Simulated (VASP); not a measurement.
HfO2 (fluorite), at 1.04 of the tabulated volume:

```
CELL_PARAMETERS angstrom
      0.00000     2.57342     2.57342
      2.57342     0.00000     2.57342
      2.57342     2.57342     0.00000
ATOMIC_POSITIONS crystal
  Hf 0.00000 0.00000 0.00000
  O  0.25000 0.25000 0.25000
  O  0.75000 0.75000 0.75000
```

The highest filled band near X, direction along the valley's axis, from PBE with spin-orbit coupling in VASP (PAW); its two spin partners are averaged. The gap over the points computed is 3.66 eV, and the next band on that side lies 1.43 eV away at the edge.

Numerical set-up: 520 eV cut-off, 8×8×8 Γ-centred mesh, Gaussian smearing of 0.050 eV, potentials Hf_pv O.

| distance from the edge in k (1/Å) | distance in energy (meV) |
|---|---|
| 0.018 | 4.3 |
| 0.025 | 8.3 |
| 0.035 | 16.3 |
| 0.050 | 33.2 |
| 0.070 | 64.7 |

Problem. Fit E(1 + αE) = ħ²k²/2m* (ħ²/2m0 = 3.810 eV Å²) and predict the row at 0.095 1/Å.

Solution. The rows don't resolve α, so a parabola serves: the hole mass is m* = 0.288 m0, and so 119.4 meV. The run gave 118.0 meV, -1.4 meV from the fit.

Left out are points under 3 meV from the edge, since the levels carry 0.1 meV, and points farther than half the way to the next band.

The compound is HfO2 in the fluorite structure, the high-temperature cubic form, which is unstable at 0 K; the monoclinic form is the stable one. The cell was not relaxed at this level.
